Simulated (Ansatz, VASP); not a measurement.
BeB3P2 in VASP and in Ansatz

```
Be B P
1.0
     3.08881    1.78332    2.52200
    -3.08881    1.78332    2.52200
     0.00000   -3.56665    2.52200
Be B P
1 3 2
Direct
  0.50000 0.50000 0.50000
  0.00000 0.50000 0.00000
  0.50000 0.00000 0.00000
  0.00000 0.00000 0.50000
  0.75000 0.75000 0.75000
  0.25000 0.25000 0.25000
```

Alike in both runs: task single point; functional PBE; k mesh 4 × 4 × 4; occupations gaussian, width 0.1 eV; no spin polarisation.

|  | VASP | Ansatz |
| --- | --- | --- |
| version | VASP 6.6.1 | Ansatz 0.2.0 |
| potentials or method | VASP PAW PBE potentials, release 64 (Be, B, P) | scalar-relativistic, plane waves, PAW |
| plane-wave cutoff (eV) | 520 | 420 |
| valence electrons in the cell | 21 | 21 |

VASP gave:

```
gap on the k mesh at the Fermi level (eV)       : none
pressure (GPa)                                  : -1.5
largest component of the traceless stress (GPa) : 11.60
rms of the force components (eV/Å)              : 1.092
```

Estimate Ansatz's values.

gap on the k mesh at the Fermi level (eV): none; pressure (GPa): -1.2; largest component of the traceless stress (GPa): 11.57; rms of the force components (eV/Å): 1.091.

Atom by atom the forces differ by 0.001 eV/Å (rms over components). A gap of «none» marks a metal or a gap that the smearing closes.

Caveats: forces of over 1 eV/Å show positions far from the minimum, so gaps and moduli don't describe the material at rest.
